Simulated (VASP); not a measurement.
Here is the system:

```xyz
3
Lattice="-1.6335 1.6335 3.9847 1.6335 -1.6335 3.9847 1.6335 1.6335 -3.9847" Properties=species:S:1:pos:R:3 pbc="T T T"
Si     0.0000     0.0000     5.2962
Si     0.0000     0.0000     2.6732
Mo     0.0000     0.0000     0.0000
```

Level of theory: PBE GGA, VASP's PBE PAW potentials (set 64) (plane waves; VASP 6.6.1). Settings: 300 eV cut-off, 17×17×17 Γ-centred mesh, Gaussian smearing of 0.20 eV, potentials Si Mo_sv.

At this cut-off the stress carries a Pulay error, which pulls relaxed volumes low. Energy and stress use the plane-wave basis of the starting cell.

### Question
The ions, cell shape and volume are relaxed. What does this cell relax into?

### Answer

```xyz
3
Lattice="-1.6078 1.6078 3.9359 1.6078 -1.6078 3.9359 1.6078 1.6078 -3.9359" Properties=species:S:1:pos:R:3 pbc="T T T"
Si     0.0000     0.0000     5.2342
Si     0.0000     0.0000     2.6376
Mo     0.0000     0.0000     0.0000
```
Space group I4/mmm (139), at a tolerance of 0.03 Å.

### Question
How do energy and volume change from the first to the last step?

### Answer
The energy (σ→0) changes by -16.4 meV/atom and the volume by -4.3 %, in 10 ionic steps.

| step | E(σ→0) (eV) | max force (eV/Å) | pressure (GPa) | volume (Å³) |
|---|---|---|---|---|
| 1 | -23.2024 | 0.043 | -8.16 | 42.53 |
| 2 | -23.1425 | 0.273 | 14.87 | 38.24 |
| 3 | -23.2510 | 0.074 | -0.15 | 40.74 |
| 4 | -23.2510 | 0.076 | 0.04 | 40.71 |
| 5 | -23.2515 | 0.013 | 0.04 | 40.68 |
| 6 | -23.2516 | 0.024 | 0.03 | 40.68 |
| 7 | -23.2516 | 0.025 | 0.04 | 40.68 |
| 8 | -23.2514 | 0.050 | 0.04 | 40.69 |
| 9 | -23.2516 | 0.026 | 0.04 | 40.68 |
| 10 | -23.2516 | 0.006 | -0.06 | 40.70 |

The structure comes from a computed database's Si2Mo entry; how it stands against other phases isn't given here. This run relaxes it. Symmetry was kept, so distortions that lower it aren't found. The run is one of a series of settings (EDIFFG = -0.01, IBRION = 2, ISIF = 3, NSW = 50 against the base run), some of them coarse on purpose.
